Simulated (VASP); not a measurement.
The system is Bi.

```
Bi
1.0
     2.26750    1.30914    3.93800
    -2.26750    1.30914    3.93800
     0.00000   -2.61828    3.93800
Bi
2
Direct
  0.76600 0.76600 0.76600
  0.23400 0.23400 0.23400
```

Program: VASP 6.6.1. Alike in all runs: cell as given; cutoff (eV) 520; smearing gaussian 0.02 eV. Hardware: 1 thread of Intel(R) Xeon(R) 6975P-C (Granite Rapids), with other jobs on the host.

**Question.** Order these runs on this cell by their wall time, lowest first.
A. task single point; level PBE; potentials or basis VASP PAW PBE potentials, release 64 (Bi_d); spin off; k mesh 3 × 3 × 3; mesh quality coarse
B. task band structure; level PBE; potentials or basis VASP PAW PBE potentials, release 64 (Bi_d); spin non-collinear, zero start, SOC; k mesh 8 × 8 × 8; mesh quality not flagged
C. task band structure; level LDA; potentials or basis VASP PAW LDA potentials, release 64 (Bi_d); spin off; k mesh 8 × 8 × 8; mesh quality not flagged
D. task band structure; level TB-mBJ; potentials or basis VASP PAW PBE potentials, release 64 (Bi_d); spin off; k mesh 8 × 8 × 8; mesh quality not flagged

**Answer.** A (5.6 s), C (48 s), D (120 s), B (320 s).

Caveats: some runs use coarse meshes.
